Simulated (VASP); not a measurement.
All values below come from HSE06 screened hybrid (exact exchange on a k-mesh reduced by 3x3x1), VASP's PBE PAW potentials (set 64) (plane waves; VASP).

VASP ran on this input.

INCAR:
```
SYSTEM=SnO monolayer
PREC=Normal; ENCUT=500; LREAL=.FALSE.
LASPH=.TRUE.; ISYM=3
EDIFF=1E-5; NELM=50; NELMIN=4
ALGO=Normal; LMAXMIX=4
ISMEAR=0; SIGMA=0.05
GGA=PE; LHFCALC=.TRUE.; AEXX=0.25
HFSCREEN=0.2; PRECFOCK=Fast
ISIF=0
LWAVE=.FALSE.; LCHARG=.FALSE.; LVHAR=.TRUE.
NKREDX=3; NKREDY=3
```

### POSCAR
```
SnO monolayer
1.0
  3.8533742804   0.0000000000   0.0000000000
  0.0000000000   3.8533742804   0.0000000000
  0.0000000000   0.0000000000  19.1952259089
Sn O
2 2
Direct
  0.5000000000   0.0000000000   0.4386241497
  0.0000000000   0.5000000000   0.5613758503
  0.5000000000   0.5000000000   0.5000000000
  0.0000000000   0.0000000000   0.5000000000
```

**KPOINTS**
```
Automatic mesh
0
Gamma
12 12 1
0 0 0
```

POTCAR, in this order: Sn_d O (PBE.64 set). Program: vasp_std. Read from the step before: WAVECAR.

Exact exchange is summed on a reduced mesh (NKRED).

Predict the energy per atom (σ→0), largest force.

- energy per atom (σ→0): -6.974 eV/atom
- largest force: 0.01185 Ha/bohr

OSZICAR:
```
...
DAV:   2    -0.279005239410E+02   -0.16419E-01   -0.12152E-01  1752   0.203E+00    0.697E-01
DAV:   3    -0.278971969454E+02    0.33270E-02   -0.15507E-02  2216   0.104E+00    0.490E-01
DAV:   4    -0.278969316177E+02    0.26533E-03   -0.29277E-03  1680   0.378E-01    0.309E-01
DAV:   5    -0.278965541042E+02    0.37751E-03   -0.59407E-04  1936   0.233E-01    0.172E-01
DAV:   6    -0.278964975827E+02    0.56522E-04   -0.22795E-04  1656   0.102E-01    0.101E-01
DAV:   7    -0.278964748955E+02    0.22687E-04   -0.22461E-05  1384   0.618E-02    0.632E-02
DAV:   8    -0.278964704111E+02    0.44844E-05   -0.22561E-05  1400   0.408E-02
   1 F= -.27896470E+02 E0= -.27896470E+02  d E =-.355318E-11
```

The cell is a sheet with vacuum, built from SnO (litharge). The cell's shape comes from a PBE relaxation.
